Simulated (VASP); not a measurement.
These are optB88-vdW, VASP's PBE PAW potentials (set 64) (plane waves; VASP) values and carry that method's errors.

The input files of a VASP run:

File POSCAR:
```
PtS2 monolayer
3.5643010
  0.9999999571   0.0000000000   0.0000000000
 -0.4999999786   0.8660253882   0.0000000000
  0.0000000000   0.0000000000   5.2576161751
S Pt
2 1
Cartesian
  0.5000004785   0.2886748407   2.2759104472
 -0.0000005000   0.5773505475   2.9817057279
  0.0000000000   0.0000000000   2.6288080875
```

### KPOINTS
```
Automatic mesh
0
Gamma
12 12 1
0 0 0
```

### INCAR
```
# general
SYSTEM  =PtS2 monolayer
PREC    =Normal
ENCUT   =400
LREAL   =F
LASPH   =T

# electronic loop
EDIFF   =1E-6
NELM    =100
NELMIN  =4
ALGO    =Normal
LMAXMIX =6

# smearing
ISMEAR  =0
SIGMA   =0.05

# functional
GGA     =BO
LUSE_VDW=T
AGGAC   =0.0
PARAM1  =0.1833333333
PARAM2  =0.22

# output
LWAVE   =F
LCHARG  =F
LORBIT  =11
LVHAR   =T
```

POTCAR, in this order: S Pt (PBE.64 set). Program: vasp_std. Read from the step before: WAVECAR.

### Question
What will the output report for the number of irreducible k-points (NKPTS), largest plane-wave count, number of space-group operations, FFT grid (NGX, NGY, NGZ)?

### Answer

```yaml
number of irreducible k-points (NKPTS): 19
largest_plane_wave_count: 3776
number_of_space_group_operations: 12
FFT grid (NGX, NGY, NGZ): 18 × 18 × 96
```

The cell is a sheet with vacuum, built from PtS2 (1T layered).
